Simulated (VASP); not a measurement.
The input files of a VASP run:

### POSCAR
```
HfB2
1
    1.5456049877    -2.6770665976     0.0000000000
    1.5456049877     2.6770665976     0.0000000000
    0.0000000000     0.0000000000     3.5073662520
Hf B
1 2
Direct
  0.0000000000   0.0000000000   0.0000000000
  0.3333330000   0.6666670000   0.5000000000
  0.6666670000   0.3333330000   0.5000000000
```

### INCAR
```
SYSTEM = HfB2
PREC = Accurate
ENCUT = 520
EDIFF = 1E-7
NELM = 100
ALGO = Normal
LREAL = .FALSE.
LASPH = .TRUE.
ISMEAR = 1
SIGMA = 0.1
GGA = ML
ZAB_VDW = -1.8867
LUSE_VDW = .TRUE.
AGGAC = 0.0
LMAXMIX = 6
LWAVE = .FALSE.
LCHARG = .FALSE.
ISIF = 4
IBRION = 2
NSW = 30
EDIFFG = -0.01
```

### KPOINTS
```
Regular mesh
0
Gamma
11 11 9
0 0 0
```

POTCAR, in this order: Hf_pv B (PBE.64 set). Program: vasp_std.

Write an equivalent input for Quantum ESPRESSO's pw.x.

One equivalent input (not run):
```
&CONTROL
  calculation = 'vc-relax'
  pseudo_dir = './pseudo'
  outdir = './out'
  tprnfor = .true.
  tstress = .true.
  nstep = 30
  forc_conv_thr = 0.00039
/
&SYSTEM
  ibrav = 0
  nat = 3
  ntyp = 2
  ecutwfc = 76
  occupations = 'smearing'
  smearing = 'methfessel-paxton'
  degauss = 0.00735
  input_dft = 'vdw-df2'
/
&ELECTRONS
  conv_thr = 7.3e-09
  electron_maxstep = 100
/
&IONS
/
&CELL
  cell_dofree = 'shape'
/
ATOMIC_SPECIES
  Hf 178.490 Hf.upf
  B 10.810 B.upf
CELL_PARAMETERS angstrom
     1.5456050   -2.6770666    0.0000000
     1.5456050    2.6770666    0.0000000
     0.0000000    0.0000000    3.5073663
ATOMIC_POSITIONS crystal
  Hf   0.0000000  0.0000000  0.0000000
  B    0.3333330  0.6666670  0.5000000
  B    0.6666670  0.3333330  0.5000000
K_POINTS automatic
  11 11 9 0 0 0
```
The two are equivalent in intent, not identical: the potentials are each code's own (VASP's PAW set, PseudoDojo norm-conserving files in pw.x), so ENCUT and ecutwfc are chosen apart and not converted; conv_thr bounds pw.x's estimated SCF error, while EDIFF bounds the energy change between steps; forc_conv_thr acts on force components and is met together with etot_conv_thr.

The compound is HfB2 in the AlB2 type structure. This cell is one point of a volume scan, at 0.94 of the reference volume. Symmetry was kept, so distortions that lower it aren't found.
